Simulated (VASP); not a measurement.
All values below come from PBE GGA with D3 dispersion (zero damping), VASP's PBE PAW potentials (set 64) (plane waves; VASP).

VASP ran on this input.

INCAR:
```
SYSTEM = Cr
PREC = Accurate
ENCUT = 520
EDIFF = 1E-7
NELM = 100
ALGO = Normal
LREAL = .FALSE.
LASPH = .TRUE.
ISMEAR = -5
GGA = PE
IVDW = 11
LMAXMIX = 4
ISPIN = 2
MAGMOM = 0.9 -0.9
LORBIT = 11
LWAVE = .FALSE.
LCHARG = .TRUE.
NEDOS = 601
ISIF = 2
```

KPOINTS:
```
Automatic mesh
0
Gamma
14 14 14
0 0 0
```

**POSCAR**
```
Cr
2.8299630
  1.0000000160   0.0000000000   0.0000000000
  0.0000000000   1.0000000160   0.0000000000
  0.0000000000   0.0000000000   1.0000000160
Cr
2
Cart
  0.0000000000   0.0000000000   0.0000000000
  0.5000000080   0.5000000080   0.5000000080
```

POTCAR, in this order: Cr_pv (PBE.64 set). Program: vasp_std.

Output of the run:

**OSZICAR**
```
       N       E                     dE             d eps       ncg     rms          rms(c)
DAV:   1     0.232091181411E+03    0.23209E+03   -0.14347E+04  7704   0.186E+03
DAV:   2    -0.141604177128E+02   -0.24625E+03   -0.24487E+03  8144   0.505E+02
DAV:   3    -0.220969956219E+02   -0.79366E+01   -0.79095E+01  9808   0.104E+02
DAV:   4    -0.222081925462E+02   -0.11120E+00   -0.11103E+00  9184   0.123E+01
DAV:   5    -0.222109935089E+02   -0.28010E-02   -0.28102E-02 10536   0.151E+00    0.189E+01
DAV:   6    -0.190612792824E+02    0.31497E+01   -0.18131E+01  8224   0.520E+01    0.371E+00
DAV:   7    -0.190497268671E+02    0.11552E-01   -0.21388E-01  8296   0.653E+00    0.232E+00
DAV:   8    -0.190424249641E+02    0.73019E-02   -0.21595E-02 10688   0.156E+00    0.117E+00
DAV:   9    -0.190369326619E+02    0.54923E-02   -0.38067E-02  9416   0.165E+00    0.336E-01
DAV:  10    -0.190378508276E+02   -0.91817E-03   -0.29294E-03 11544   0.522E-01    0.233E-01
DAV:  11    -0.190395646456E+02   -0.17138E-02   -0.31519E-02  9928   0.115E+00    0.160E-01
DAV:  12    -0.190400111140E+02   -0.44647E-03   -0.64785E-03  9496   0.586E-01    0.888E-02
DAV:  13    -0.190401387436E+02   -0.12763E-03   -0.11723E-03  9872   0.240E-01    0.589E-02
DAV:  14    -0.190402612136E+02   -0.12247E-03   -0.17384E-03  9688   0.253E-01    0.336E-02
DAV:  15    -0.190403058203E+02   -0.44607E-04   -0.17561E-03  9808   0.263E-01    0.348E-03
DAV:  16    -0.190403053830E+02    0.43724E-06   -0.26606E-05  8144   0.659E-02    0.464E-03
DAV:  17    -0.190403053915E+02   -0.84574E-08   -0.32728E-07 10040   0.600E-03
   1 F= -.19895099E+02 E0= -.19895099E+02  d E =0.000000E+00  mag=    -0.0000
```

File OUTCAR:
```
------------------------ aborting loop because EDIFF is reached ----------------------------------------
 Edisp (eV)   -0.85479
  FORCE on cell =-STRESS in cart. coord.  units (eV):
  Direction    XX          YY          ZZ          XY          YZ          ZX
  --------------------------------------------------------------------------------------
  Total       0.04235     0.04235     0.04235     0.00000    -0.00000     0.00000
  in kB       2.99384     2.99384     2.99384     0.00000    -0.00000     0.00000
  external pressure =        2.99 kB  Pullay stress =        0.00 kB
  volume of cell :       22.66
      direct lattice vectors                 reciprocal lattice vectors
     2.829963045  0.000000000  0.000000000     0.353361505  0.000000000  0.000000000
     0.000000000  2.829963045  0.000000000     0.000000000  0.353361505  0.000000000
     0.000000000  0.000000000  2.829963045     0.000000000  0.000000000  0.353361505
 POSITION                                       TOTAL-FORCE (eV/Angst)
 -----------------------------------------------------------------------------------
      0.00000      0.00000      0.00000         0.000000      0.000000      0.000000
      1.41498      1.41498      1.41498        -0.000000     -0.000000     -0.000000
 -----------------------------------------------------------------------------------
    total drift:                                0.000000      0.000000     -0.000000
  FREE ENERGIE OF THE ION-ELECTRON SYSTEM (eV)
  ---------------------------------------------------
  free  energy   TOTEN  =       -19.8950991439 eV

  energy  without entropy=      -19.8950991439  energy(sigma->0) =      -19.89509914

 total charge

# of ion       s       p       d       tot
------------------------------------------
    1        0.448   6.418   4.236  11.102
    2        0.448   6.418   4.236  11.102
--------------------------------------------------
tot          0.896  12.836   8.473  22.205

 magnetization (x)

# of ion       s       p       d       tot
------------------------------------------
    1        0.011   0.006   0.848   0.865
    2       -0.011  -0.006  -0.848  -0.865
--------------------------------------------------
tot         -0.000   0.000   0.000  -0.000
```
(Selected blocks of OUTCAR.)

For a metal the tetrahedron method with Blöchl corrections gives inexact stress and forces.

The compound is Cr in the bcc, AFM order structure. It was relaxed first, which changed the volume by -5 %.
